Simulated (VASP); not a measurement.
Consider the following.

```xyz
2
Lattice="2.9916 0.0000 0.0000 0.0000 2.9916 0.0000 0.0000 0.0000 2.9916" Properties=species:S:1:pos:R:3 pbc="T T T"
Ru     1.4958     1.4958     1.4958
Al     0.0000     0.0000     0.0000
```

Computed with SCAN meta-GGA, VASP's PBE PAW potentials (set 64) (plane waves; VASP). Run with 400 eV cut-off, 11×11×11 Γ-centred mesh, first-order Methfessel-Paxton smearing of 0.10 eV, potentials Ru_pv Al.

Energy and stress use the plane-wave basis of the starting cell.

**Question.** The ions, cell shape and volume are relaxed. Which structure does the run end with?

**Answer.** 
```xyz
2
Lattice="2.9674 0.0000 0.0000 0.0000 2.9674 0.0000 0.0000 0.0000 2.9674" Properties=species:S:1:pos:R:3 pbc="T T T"
Ru     1.4837     1.4837     1.4837
Al     0.0000     0.0000     0.0000
```
Space group Pm-3m (221), at a tolerance of 0.03 Å.

**Question.** How do energy and volume change from the first to the last step?

**Answer.** The energy (σ→0) changes by -5.4 meV/atom and the volume by -2.4 %, in 3 ionic steps.

The structure comes from a measured AlRu entry (Pm-3m) of the Crystallography Open Database, whose conditions weren't checked. This run relaxes it. Symmetry was kept, so distortions that lower it aren't found. The electron count is odd and the run is not spin-polarised, which forces a metal.
